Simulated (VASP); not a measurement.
The system is Sn3P2.

```
CELL_PARAMETERS angstrom
4.98229 0.00000 0.00000
0.00000 4.98229 0.00000
0.00000 0.00000 4.98229
ATOMIC_POSITIONS crystal
Sn 0.50000 0.00000 0.00000
Sn 0.00000 0.50000 0.00000
Sn 0.00000 0.00000 0.50000
P 0.50000 0.50000 0.50000
P 0.00000 0.00000 0.00000
```

The cell was built by a generator and needn't be a form met in nature.

| Item | Value |
| --- | --- |
| Program | VASP 6.6.1 |
| Task | relaxation of cell and atoms |
| Functional | PBE |
| Potentials or basis | VASP PAW PBE potentials, release 64 (Sn_d, P) |
| Cutoff | 520 eV |
| k mesh | 3 × 3 × 3 |
| Occupations | gaussian, width 0.15 eV |
| Spin | no spin polarisation |

At the start: pressure 9.0 GPa; volume 24.74 Å³/atom.

**Question.** Where does the relaxation end?

**Answer.** Over 3 steps the energy falls by 114.2 meV/atom and the volume is 29.27 Å³/atom (+18.3 %); space group Pm-3m (No. 221, to 0.05 Å).

Step by step:
| step | energy change (eV) | largest force (eV/Å) | pressure (GPa) | volume (Å³) |
| --- | --- | --- | --- | --- |
| 1 | 0.0000 | 0.0000 | 9.01 | 123.68 |
| 2 | -0.5633 | 0.0000 | -1.03 | 150.27 |
| 3 | -0.5710 | 0.0000 | 0.11 | 146.34 |

Final structure:
```cif
data_structure
_symmetry_space_group_name_H-M 'P 1'
_symmetry_Int_Tables_number 1
_cell_length_a 5.2697
_cell_length_b 5.2697
_cell_length_c 5.2697
_cell_angle_alpha 90.000
_cell_angle_beta 90.000
_cell_angle_gamma 90.000
_cell_volume 146.34
loop_
_atom_site_label
_atom_site_type_symbol
_atom_site_fract_x
_atom_site_fract_y
_atom_site_fract_z
_atom_site_occupancy
Sn1 Sn 0.50000 0.00000 0.00000 1
Sn2 Sn 0.00000 0.50000 0.00000 1
Sn3 Sn 0.00000 0.00000 0.50000 1
P1 P 0.50000 0.50000 0.50000 1
P2 P 0.00000 0.00000 0.00000 1
```

Caveat: the k mesh is coarse (spacing up to 0.42 Å⁻¹), so the values aren't converged; the volume moved by over 15 % at a fixed basis, so the end points are rough.
